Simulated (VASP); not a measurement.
Input:

```
CdSe
1.0
    2.16913    -3.75704     0.00000
    2.16913     3.75704     0.00000
    0.00000     0.00000     7.06614
Cd Se
2 2
Direct
  0.66667   0.33333   0.50002
  0.33333   0.66667   0.00002
  0.66667   0.33333   0.87598
  0.33333   0.66667   0.37598
```

The numbers are results of MS2 meta-GGA, VASP's PBE PAW potentials (set 64) (plane waves; VASP), not measurements. Run with 520 eV cut-off, 7×7×4 Γ-centred mesh, tetrahedra with Blöchl corrections, potentials Cd Se.

### Question
Give the energies of bands 12 to 21 at the high-symmetry points, in eV from the valence-band maximum.

### Answer

| band | Γ | M | K | A | L | H |
|---|---|---|---|---|---|---|
| 12 | -7.16 | -7.07 | -7.05 | -7.44 | -7.14 | -7.04 |
| 13 | -4.24 | -4.06 | -3.65 | -2.54 | -4.07 | -3.96 |
| 14 | -0.74 | -3.50 | -3.65 | -2.54 | -4.07 | -3.96 |
| 15 | -0.74 | -2.57 | -2.96 | -0.39 | -1.31 | -2.36 |
| 16 | -0.04 | -1.80 | -1.82 | -0.39 | -1.31 | -2.36 |
| 17 | 0.00 | -1.28 | -1.82 | -0.39 | -1.30 | -1.08 |
| 18 | 0.00 | -0.73 | -1.62 | -0.39 | -1.30 | -1.08 |
| 19 | 0.98 | 3.50 | 4.40 | 2.65 | 3.20 | 4.05 |
| 20 | 2.50 | 3.57 | 5.05 | 2.65 | 3.20 | 4.05 |
| 21 | 6.12 | 4.92 | 5.05 | 6.04 | 5.09 | 5.93 |

The gap is direct, 0.98 eV, from the valence maximum at Γ to the conduction minimum at Γ.

Measured: gap 1.73 eV (computed value off by -0.75 eV), as given by Abedi et al., (2022), arXiv:2211.14644.

The compound is CdSe in the wurtzite structure. It was relaxed first.
